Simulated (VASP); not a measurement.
# CsLa5 (P6/mmm) in VASP: single point with PBE

Aim: the single point of CsLa5 with PBE.

All numbers are computed with VASP 6.6.1; they aren't measurements. Logs are shortened: lines on timing, memory, paths and dates and some standing lists are left out, and cuts for length are marked.

**1. The cell of the first run**

The structure is hexagonal, space group P6/mmm (No. 191). The conventional cell has a = 7.236 Å, b = 7.236 Å, c = 5.998 Å, α = 90.00°, β = 90.00°, γ = 120.00°. Cs (site symmetry 6/mmm) has 6 La at 4.18 Å as nearest neighbours. Around La (site symmetry -6m2) lie 9 La at 3.65 to 4.18 Å and 3 Cs at 4.18 Å. Around La (site symmetry mmm) lie 8 La at 3.62 to 3.65 Å.

The cell was built by a generator and needn't be a form met in nature.

**2. Single point, PBE (species swapped into the SmCo5 type (P6/mmm, No. 191))**

INCAR reads:

```
ALGO     = Fast           # electronic algorithm
EDIFF    = 1E-6           # SCF threshold, eV
ENCUT    = 520            # plane-wave cutoff, eV
GGA      = PE             # functional
ISIF     = 2              # what is computed and relaxed
ISMEAR   = 0              # smearing method
LASPH    = T              # aspherical terms in the spheres
LCHARG   = F              # write CHGCAR
LREAL    = F              # projectors in reciprocal space
LWAVE    = F              # write WAVECAR
NBANDS   = 41             # bands
NELM     = 100            # most SCF steps
PREC     = Accurate       # precision mode
SIGMA    = 0.1            # smearing width, eV
```

KPOINTS reads:

```
k-points
0
Gamma
  6 6 6
```

POSCAR reads:

```
CsLa5
1.0
    7.2361716451      0.0000000000      0.0000000000
   -3.6180858225      6.2667084708      0.0000000000
    0.0000000000      0.0000000000      5.9982605087
Cs La
1 5
Direct
    0.0000000000      0.0000000000      0.0000000000
    0.3333333333      0.6666666667      0.0000000000
    0.6666666667      0.3333333333      0.0000000000
    0.5000000000      0.0000000000      0.5000000000
    0.5000000000      0.5000000000      0.5000000000
    0.0000000000      0.5000000000      0.5000000000
```

Potentials or basis: VASP PAW PBE potentials, release 64 (Cs_sv, La).

Run with:

```console
$ cat potpaw_PBE.64/Cs_sv/POTCAR potpaw_PBE.64/La/POTCAR > POTCAR
$ mpirun -np 1 vasp_std > vasp.out
```

OUTCAR:

```text
EDIFF = 1E-6
   ENCUT = 520
   GGA = PE
   ISIF = 2
   ISMEAR = 0
   LASPH = T
   LREAL = F
   NELM = 100
   PREC = Accurate

 ion  position               nearest neighbor table
   1  0.000  0.000  0.000-
   2  0.333  0.667  0.000-   4 3.65   4 3.65   6 3.65   6 3.65   5 3.65   5 3.65
   3  0.667  0.333  0.000-   4 3.65   4 3.65   6 3.65   6 3.65   5 3.65   5 3.65
   4  0.500  0.000  0.500-   5 3.62   5 3.62   6 3.62   6 3.62   2 3.65   3 3.65   2 3.65   3 3.65

   5  0.500  0.500  0.500-   4 3.62   4 3.62   6 3.62   6 3.62   2 3.65   3 3.65   2 3.65   3 3.65

   6  0.000  0.500  0.500-   5 3.62   5 3.62   4 3.62   4 3.62   2 3.65   3 3.65   2 3.65   3 3.65

  LATTYP: Found a hexagonal cell.
 ALAT       =     7.2361716451
 C/A-ratio  =     0.8289273393

  Lattice vectors:

 A1 = (   7.2361716451,   0.0000000000,   0.0000000000)
 A2 = (  -3.6180858225,   6.2667084708,   0.0000000000)
 A3 = (   0.0000000000,   0.0000000000,   5.9982605087)

Analysis of symmetry for initial positions (statically):
=====================================================================
 Subroutine PRICEL returns:
 Original cell was already a primitive cell.

 Routine SETGRP: Setting up the symmetry group for a
 hexagonal supercell.

 Subroutine GETGRP returns: Found 24 space group operations
 (whereof 24 operations were pure point group operations)
 out of a pool of 24 trial point group operations.

The static configuration has the point symmetry D_6h.

Analysis of symmetry for dynamics (positions and initial velocities):
=====================================================================
 Subroutine PRICEL returns:
 Original cell was already a primitive cell.

 Routine SETGRP: Setting up the symmetry group for a
 hexagonal supercell.

 Subroutine GETGRP returns: Found 24 space group operations
 (whereof 24 operations were pure point group operations)
 out of a pool of 24 trial point group operations.

The dynamic configuration has the point symmetry D_6h.

 Subroutine INISYM returns: Found 24 space group operations
 (whereof 24 operations are pure point group operations),
 and found     1 'primitive' translations

----------------------------------------------------------------------------------------

                                     Primitive cell

[... 99 lines left out ...]
   LREAL  =      F    real-space projection
   EDIFFG = 0.1E-04   stopping-criterion for IOM
   NSW    =      0    number of steps for IOM
   IBRION =     -1    ionic relax: 0-MD 1-quasi-New 2-CG
   NFREE  =      0    steps in history (QN), initial steepest desc. (CG)
   ISIF   =      2    stress and relaxation
   ISYM   =      2    0-nonsym 1-usesym 2-fastsym
   POTIM  = 0.5000    time-step for ionic-motion
   TEBEG  =    0.0;   TEEND  =   0.0 temperature during run
   PSTRESS=    0.0 pullay stress
   NELECT =      64.0000    total number of electrons
   NUPDOWN=      -1.0000    fix difference up-down
   EMIN   =  10.00;   EMAX   =-10.00  energy-range for DOS
   EFERMI =   0.00;   METHOD = LEGACY
   ISMEAR =     0;   SIGMA  =   0.10  broadening in eV -4-tet -1-fermi 0-gaus
   EFERMI_NEDOS =   21; number of points for ismear=-14 and -15
   IALGO  =     68    algorithm
   IMIX   =      4    mixing-type and parameters
     AMIX     =   0.40;   BMIX     =  1.00
     AMIX_MAG =   1.60;   BMIX_MAG =  1.00
  volume/ion in A,a.u.               =      45.33       305.93
  Fermi-wavevector in a.u.,A,eV,Ry     =   1.010672  1.909893 13.897780  1.021458
  Thomas-Fermi vector in A             =   2.143675
   LORBIT       =      0    0 simple, 1 ext, 2 COOP (PROOUT), +10 PAW based schemes
   GGA     = PE    functional components
   LHFCALC =     F    Hartree Fock is set to
   AEXX    =    0.0000 exact exchange contribution
   IVDW    =     0    specifies the selected vdW correction
   LEPSILON=     F    determine dielectric tensor
   LRPA    =     F    only Hartree local field effects (RPA)
 non-spin polarized calculation
 RMM-DIIS sequential band-by-band and
 Gauss-broadening in eV      SIGMA  =   0.10
  energy-cutoff  :      520.00
  volume of cell :      272.00
 maximum number of plane-waves:      7360
 NGX is ok and might be reduce to    54
   NGX = 27   NGY = 27   NGZ = 23

 number of electron      64.0000005 magnetization

 Free energy of the ion-electron system (eV)
  ---------------------------------------------------
  ext. energy  EPLUGINS =         0.00000000
  ---------------------------------------------------
  free energy    TOTEN  =       -22.57885048 eV

  energy without entropy =      -22.52218252  energy(sigma->0) =      -22.55051650

 E-fermi :   5.4569     XC(G=0):  -8.5983

 val. band max:        5.4507652192   @ k =   0.3333   0.0000   0.3333
 cond. band min:       5.4598704951   @ k =   0.1667   0.0000   0.1667
 fundamental gap:      0.0091052758
 Fermi energy:         5.4568594473

 k-point     1 :       0.0000    0.0000    0.0000
  band No.  band energies     occupation
      1     -27.5715      2.00000
      2     -27.4351      2.00000
      3     -27.3641      2.00000
      4     -27.3332      2.00000
      5     -27.3332      2.00000
      6     -16.6464      2.00000
[... 1045 lines left out ...]
     40       6.4474      0.00000
     41       7.0745      0.00000

 [... further k-points ...]

------------------------ aborting loop because EDIFF is reached ----------------------------------------

  FORCE on cell =-STRESS in cart. coord.  units (eV):
  Direction    XX          YY          ZZ          XY          YZ          ZX
  --------------------------------------------------------------------------------------
  -------------------------------------------------------------------------------------
  Total       -0.0131154     -0.0131154      0.0660365     -0.0000000     -0.0000000      0.0000000
  in kB       -0.0772535     -0.0772535      0.3889741     -0.0000000     -0.0000000      0.0000000
  external PRESSURE =       0.0781557 kB  Pullay stress =       0.0000000 kB

 VOLUME and BASIS-vectors are now :
 -----------------------------------------------------------------------------
  energy-cutoff  :      520.00
  volume of cell :      272.00
      direct lattice vectors                 reciprocal lattice vectors
     7.236171645  0.000000000  0.000000000     0.138194621  0.079786702  0.000000000
    -3.618085822  6.266708471  0.000000000     0.000000000  0.159573404  0.000000000
     0.000000000  0.000000000  5.998260509     0.000000000  0.000000000  0.166715000

 POSITION                                       TOTAL-FORCE (eV/Angst)
 -----------------------------------------------------------------------------------
      0.00000      0.00000      0.00000        -0.000000      0.000000      0.000000
     -0.00000      4.17781      0.00000         0.000000     -0.000000      0.000000
      3.61809      2.08890      0.00000         0.000000      0.000000      0.000000
      3.61809      0.00000      2.99913        -0.000000      0.000000      0.000000
      1.80904      3.13335      2.99913        -0.000000      0.000000      0.000000
     -1.80904      3.13335      2.99913        -0.000000      0.000000      0.000000
 -----------------------------------------------------------------------------------
    total drift:                                0.000000      0.000000      0.000000

  FREE ENERGIE OF THE ION-ELECTRON SYSTEM (eV)
  ---------------------------------------------------
  free  energy   TOTEN  =       -22.5788504791 eV

  energy  without entropy=      -22.5221825164  energy(sigma->0) =      -22.55051650
```

stdout:

```text
POSCAR found type information on POSCAR CsLa
 POSCAR found :  2 types and       6 ions
 scaLAPACK will be used
 LDA part: xc-table for (Slater+PW92), standard interpolation
 POSCAR, INCAR and KPOINTS ok, starting setup
 FFT: planning ... GRIDC
 FFT: planning ... GRID_SOFT
 FFT: planning ... GRID
 WAVECAR not read
 entering main loop
WARNING in EDDRMM: call to ZHEGV failed, returncode =   6  3     28
WARNING in EDDRMM: call to ZHEGV failed, returncode =   8  4     29
WARNING in EDDRMM: call to ZHEGV failed, returncode =   6  3     35
WARNING in EDDRMM: call to ZHEGV failed, returncode =   8  4     39
WARNING in EDDRMM: call to ZHEGV failed, returncode =   6  3     27
WARNING in EDDRMM: call to ZHEGV failed, returncode =   6  3     28
WARNING in EDDRMM: call to ZHEGV failed, returncode =   8  4      4
WARNING in EDDRMM: call to ZHEGV failed, returncode =   8  4      5
WARNING in EDDRMM: call to ZHEGV failed, returncode =   8  4      5
WARNING in EDDRMM: call to ZHEGV failed, returncode =   8  4      4
WARNING in EDDRMM: call to ZHEGV failed, returncode =   8  4      1
WARNING in EDDRMM: call to ZHEGV failed, returncode =   8  4      2
WARNING in EDDRMM: call to ZHEGV failed, returncode =   8  4      5
WARNING in EDDRMM: call to ZHEGV failed, returncode =   8  4      5
WARNING in EDDRMM: call to ZHEGV failed, returncode =   6  3     34
```

It took 33 min on 1 thread of Intel Xeon Platinum 8559C (Emerald Rapids), shared host; peak memory 0.54 GiB.

Results:

```
Free energy            : -22.5789 eV
Pressure               : 0.0 GPa
Band gap on the k mesh : none (metal or under the smearing width)
```
